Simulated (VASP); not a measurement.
All values below come from r2SCAN meta-GGA, VASP's PBE PAW potentials (set 64) (plane waves; VASP 6.6.1).

A VASP calculation is set up with these files.

File KPOINTS:
```
Regular mesh
0
gamma
11 11 11
0 0 0
```

INCAR:
```
SYSTEM = WO
PREC = Accurate
ENCUT = 520
EDIFF = 1E-6
NELM = 100
ALGO = Normal
LREAL = .FALSE.
LASPH = .TRUE.
ISMEAR = 1
SIGMA = 0.1
METAGGA = R2SCAN
LMIXTAU = .TRUE.
LMAXMIX = 6
LWAVE = .FALSE.
LCHARG = .FALSE.
IBRION = 2
ISIF = 3
NSW = 60
EDIFFG = -0.01
```

### POSCAR
```
WO
1
    0.0000000000     2.6327170000     2.6327170000
    2.6327170000     0.0000000000     2.6327170000
    2.6327170000     2.6327170000     0.0000000000
W O
1 1
Direct
  0.0000000000   0.0000000000   0.0000000000
  0.2500000000   0.2500000000   0.2500000000
```

POTCAR, in this order: W_sv O (PBE.64 set). Program: vasp_std.

Output of the run:

**OSZICAR**
```
       N       E                     dE             d eps       ncg     rms          rms(c)
DAV:   1     0.108988513254E+03    0.10899E+03   -0.11414E+04  1568   0.152E+03
DAV:   2    -0.570552120041E+02   -0.16604E+03   -0.16323E+03  1904   0.391E+02
DAV:   3    -0.649729160064E+02   -0.79177E+01   -0.77595E+01  1922   0.808E+01
DAV:   4    -0.650610434123E+02   -0.88127E-01   -0.88115E-01  1694   0.975E+00
DAV:   5    -0.650619399107E+02   -0.89650E-03   -0.89649E-03  1784   0.104E+00    0.140E+01
DAV:   6    -0.557168147288E+02    0.93451E+01   -0.21220E+01  1646   0.392E+01    0.607E+00
DAV:   7    -0.556197789593E+02    0.97036E-01   -0.49781E+00  1670   0.136E+01    0.234E+00
DAV:   8    -0.556238871510E+02   -0.41082E-02   -0.62161E-01  1742   0.573E+00    0.134E+00
DAV:   9    -0.555596116679E+02    0.64275E-01   -0.19704E-01  1784   0.354E+00    0.760E-01
DAV:  10    -0.556364411286E+02   -0.76829E-01   -0.11849E-01  1652   0.177E+00    0.226E-01
DAV:  11    -0.556488619125E+02   -0.12421E-01   -0.49786E-03  1802   0.484E-01    0.194E-01
DAV:  12    -0.556398936698E+02    0.89682E-02   -0.11112E-02  1688   0.755E-01    0.238E-01
DAV:  13    -0.556507779698E+02   -0.10884E-01   -0.85987E-03  1568   0.760E-01    0.113E-01
DAV:  14    -0.556510504068E+02   -0.27244E-03   -0.11452E-03  1826   0.253E-01    0.466E-02
DAV:  15    -0.556511928344E+02   -0.14243E-03   -0.25731E-04  1682   0.160E-01    0.214E-02
DAV:  16    -0.556512064341E+02   -0.13600E-04   -0.61464E-05  1688   0.844E-02    0.944E-03
DAV:  17    -0.556511840946E+02    0.22340E-04   -0.51790E-05  1568   0.858E-02    0.285E-03
DAV:  18    -0.556512018922E+02   -0.17798E-04   -0.75558E-06  1580   0.340E-02    0.479E-03
DAV:  19    -0.556512007997E+02    0.10925E-05   -0.12327E-06  1084   0.111E-02    0.284E-03
DAV:  20    -0.556512020011E+02   -0.12014E-05   -0.85828E-07   790   0.737E-03    0.952E-04
DAV:  21    -0.556512017615E+02    0.23960E-06   -0.13078E-07   784   0.362E-03
   1 F= -.55651202E+02 E0= -.55651325E+02  d E =-.556512E+02
       N       E                     dE             d eps       ncg     rms          rms(c)
DAV:   1    -0.147567458481E+03   -0.91916E+02   -0.20355E+03  1592   0.501E+02    0.213E+02
DAV:   2    -0.670514054267E+02    0.80516E+02   -0.17130E+02  1604   0.200E+02    0.310E+01
DAV:   3    -0.543536855908E+02    0.12698E+02   -0.26459E+01  1652   0.787E+01    0.324E+01
DAV:   4    -0.510136440680E+02    0.33400E+01   -0.81973E+00  1790   0.365E+01    0.166E+01
DAV:   5    -0.528049365653E+02   -0.17913E+01   -0.12435E+00  1586   0.134E+01    0.274E+00
DAV:   6    -0.528193111745E+02   -0.14375E-01   -0.19868E-01  1580   0.581E+00    0.330E-01
DAV:   7    -0.528196792759E+02   -0.36810E-03   -0.11383E-02  1682   0.172E+00    0.200E-01
DAV:   8    -0.528202621901E+02   -0.58291E-03   -0.39638E-03  1580   0.102E+00    0.260E-01
DAV:   9    -0.528197337346E+02    0.52846E-03   -0.28695E-03  1598   0.722E-01    0.115E-01
DAV:  10    -0.528201166667E+02   -0.38293E-03   -0.11327E-04  1580   0.131E-01    0.194E-02
DAV:  11    -0.528201949986E+02   -0.78332E-04   -0.80070E-05  1688   0.878E-02    0.271E-02
DAV:  12    -0.528202033030E+02   -0.83044E-05   -0.22907E-05  1694   0.555E-02    0.921E-03
DAV:  13    -0.528202048608E+02   -0.15578E-05   -0.98904E-07  1108   0.121E-02    0.195E-03
DAV:  14    -0.528202053254E+02   -0.46461E-06   -0.11082E-06   916   0.133E-02
   2 F= -.52820205E+02 E0= -.52820393E+02  d E =0.283100E+01
       N       E                     dE             d eps       ncg     rms          rms(c)
DAV:   1    -0.878914436646E+02   -0.35071E+02   -0.88705E+02  1568   0.479E+02    0.431E+01
DAV:   2    -0.623514731064E+02    0.25540E+02   -0.76968E+01  1574   0.839E+01    0.370E+01
DAV:   3    -0.574455097756E+02    0.49060E+01   -0.10565E+01  1598   0.317E+01    0.177E+01
DAV:   4    -0.573598421756E+02    0.85668E-01   -0.17009E+00  1796   0.123E+01    0.592E+00
DAV:   5    -0.574537739226E+02   -0.93932E-01   -0.40528E-01  1604   0.763E+00    0.283E+00
DAV:   6    -0.575820307809E+02   -0.12826E+00   -0.73823E-01  1622   0.945E+00    0.132E+00
DAV:   7    -0.575578701033E+02    0.24161E-01   -0.27216E-01  1574   0.645E+00    0.175E-01
DAV:   8    -0.575585312011E+02   -0.66110E-03   -0.66904E-03  1634   0.791E-01    0.148E-01
DAV:   9    -0.575582663733E+02    0.26483E-03   -0.91343E-04  1670   0.308E-01    0.195E-01
DAV:  10    -0.575556705920E+02    0.25958E-02   -0.22104E-03  1604   0.503E-01    0.222E-01
DAV:  11    -0.575590649790E+02   -0.33944E-02   -0.27380E-03  1658   0.585E-01    0.244E-01
DAV:  12    -0.575587749161E+02    0.29006E-03   -0.19738E-04  1856   0.135E-01    0.188E-01
DAV:  13    -0.575586261760E+02    0.14874E-03   -0.68171E-05  1598   0.736E-02    0.150E-01
DAV:  14    -0.575585116086E+02    0.11457E-03   -0.73181E-05  1748   0.797E-02    0.106E-01
DAV:  15    -0.575584923020E+02    0.19307E-04   -0.50915E-06  1676   0.199E-02    0.972E-02
DAV:  16    -0.575584350251E+02    0.57277E-04   -0.39101E-05  1748   0.538E-02    0.664E-02
DAV:  17    -0.575583887337E+02    0.46291E-04   -0.85705E-05  1676   0.753E-02    0.204E-02
DAV:  18    -0.575583843171E+02    0.44166E-05   -0.87727E-06  1850   0.237E-02    0.656E-03
DAV:  19    -0.575583836753E+02    0.64187E-06   -0.40628E-07   790   0.644E-03
   3 F= -.57558384E+02 E0= -.57558584E+02  d E =-.190718E+01
       N       E                     dE             d eps       ncg     rms          rms(c)
DAV:   1    -0.576602190522E+02   -0.10183E+00   -0.19369E+00  1574   0.182E+01    0.299E+00
DAV:   2    -0.575866414295E+02    0.73578E-01   -0.17252E-01  1580   0.430E+00    0.746E-01
DAV:   3    -0.575802855287E+02    0.63559E-02   -0.34273E-02  1598   0.195E+00    0.257E-01
DAV:   4    -0.575788271316E+02    0.14584E-02   -0.63453E-03  1754   0.801E-01    0.145E-01
DAV:   5    -0.575801273462E+02   -0.13002E-02   -0.44332E-04  1604   0.220E-01    0.108E-01
DAV:   6    -0.575810147235E+02   -0.88738E-03   -0.15584E-03  1784   0.407E-01    0.479E-02
DAV:   7    -0.575810235808E+02   -0.88573E-05   -0.12698E-04  1580   0.104E-01    0.144E-02
DAV:   8    -0.575810259498E+02   -0.23690E-05   -0.21203E-05  1772   0.454E-02    0.277E-03
DAV:   9    -0.575810243988E+02    0.15510E-05   -0.32444E-06  1604   0.170E-02    0.463E-03
DAV:  10    -0.575810259466E+02   -0.15478E-05   -0.18564E-06  1312   0.145E-02    0.155E-03
DAV:  11    -0.575810264200E+02   -0.47338E-06   -0.21079E-07   790   0.563E-03
   4 F= -.57581026E+02 E0= -.57581263E+02  d E =-.192982E+01
       N       E                     dE             d eps       ncg     rms          rms(c)
DAV:   1    -0.576356426007E+02   -0.54617E-01   -0.12034E+00  1574   0.144E+01    0.240E+00
DAV:   2    -0.575898276299E+02    0.45815E-01   -0.10781E-01  1580   0.342E+00    0.603E-01
DAV:   3    -0.575860858451E+02    0.37418E-02   -0.19881E-02  1580   0.149E+00    0.182E-01
DAV:   4    -0.575858904030E+02    0.19544E-03   -0.20040E-03  1760   0.465E-01    0.112E-01
DAV:   5    -0.575862663940E+02   -0.37599E-03   -0.14933E-03  1712   0.426E-01    0.841E-02
DAV:   6    -0.575864530248E+02   -0.18663E-03   -0.25363E-04  1706   0.161E-01    0.208E-02
DAV:   7    -0.575864604028E+02   -0.73780E-05   -0.66554E-05  1832   0.774E-02    0.594E-03
DAV:   8    -0.575864582742E+02    0.21285E-05   -0.17847E-06  1144   0.166E-02    0.434E-03
DAV:   9    -0.575864588092E+02   -0.53492E-06   -0.49137E-06  1604   0.227E-02
   5 F= -.57586459E+02 E0= -.57586731E+02  d E =-.193526E+01
```

**OUTCAR**
```
------------------------ aborting loop because EDIFF is reached ----------------------------------------
  FORCE on cell =-STRESS in cart. coord.  units (eV):
  Direction    XX          YY          ZZ          XY          YZ          ZX
  --------------------------------------------------------------------------------------
  Total        0.0174775      0.0174775      0.0174775     -0.0000000     -0.0000000     -0.0000000
  in kB        1.0937662      1.0937662      1.0937662     -0.0000000     -0.0000000     -0.0000000
  external PRESSURE =       1.0937662 kB  Pullay stress =       0.0000000 kB
  volume of cell :       25.60
      direct lattice vectors                 reciprocal lattice vectors
     0.000000000  2.339257868  2.339257868    -0.213743002  0.213743002  0.213743002
     2.339257868  0.000000000  2.339257868     0.213743002 -0.213743002  0.213743002
     2.339257868  2.339257868  0.000000000     0.213743002  0.213743002 -0.213743002
 POSITION                                       TOTAL-FORCE (eV/Angst)
 -----------------------------------------------------------------------------------
      0.00000      0.00000      0.00000        -0.000000     -0.000000     -0.000000
      1.16963      1.16963      1.16963         0.000000      0.000000      0.000000
 -----------------------------------------------------------------------------------
    total drift:                               -0.000000     -0.000000     -0.000000
  FREE ENERGIE OF THE ION-ELECTRON SYSTEM (eV)
  ---------------------------------------------------
  free  energy   TOTEN  =       -57.5864588092 eV

  energy  without entropy=      -57.5872764449  energy(sigma->0) =      -57.58673135

 reached required accuracy - stopping structural energy minimisation
```
(Selected blocks of OUTCAR.)

### CONTCAR
```
WO
   1.00000000000000
     0.0000000000000000    2.3392578681999656    2.3392578681999656
     2.3392578681999656    0.0000000000000000    2.3392578681999656
     2.3392578681999656    2.3392578681999656    0.0000000000000000
  W               O
     1     1
Direct
     0.0000000000000000    0.0000000000000000    0.0000000000000000
     0.2500000000000000    0.2500000000000000    0.2500000000000000
```

Energy and stress use the plane-wave basis of the starting cell.

The structure was generated: WO was put into the zinc blende type (F-43m), which need not be its known phase. This run relaxes it. Symmetry was kept, so distortions that lower it aren't found.
